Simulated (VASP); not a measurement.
Calculation: PBEsol GGA, VASP's PBE PAW potentials (set 64) (plane waves; VASP).

The input files of a VASP run:

**POSCAR**
```
RuSi
1
    0.0000000000     2.6285997947     2.6285997947
    2.6285997947     0.0000000000     2.6285997947
    2.6285997947     2.6285997947     0.0000000000
Ru Si
1 1
Direct
  0.0000000000   0.0000000000   0.0000000000
  0.2500000000   0.2500000000   0.2500000000
```

**KPOINTS**
```
Automatic mesh
0
Gamma
10 10 10
0 0 0
```

### INCAR
```
SYSTEM = RuSi
PREC = Accurate; ENCUT = 400; LREAL = .FALSE.
LASPH = .TRUE.
EDIFF = 1E-7; NELM = 100; ALGO = Normal
LMAXMIX = 4
ISMEAR = -5
GGA = PS
ISIF = 2
LWAVE = .FALSE.; LCHARG = .TRUE.; LORBIT = 11
NEDOS = 601
```

POTCAR, in this order: Ru_pv Si (PBE.64 set). Program: vasp_std.

Question: What will the output report for the number of irreducible k-points (NKPTS), number of bands (NBANDS), largest plane-wave count, number of space-group operations, FFT grid (NGX, NGY, NGZ)?

Answer: 
| Item | Result |
|---|---|
| number of irreducible k-points (NKPTS) | 47 |
| number of bands (NBANDS) | 13 |
| largest plane-wave count | 678 |
| number of space-group operations | 24 |
| FFT grid (NGX, NGY, NGZ) | 24 × 24 × 24 |

The structure was generated: RuSi was put into the zinc blende type (F-43m), which need not be its known phase. It was relaxed first, which changed the volume by -31 %.
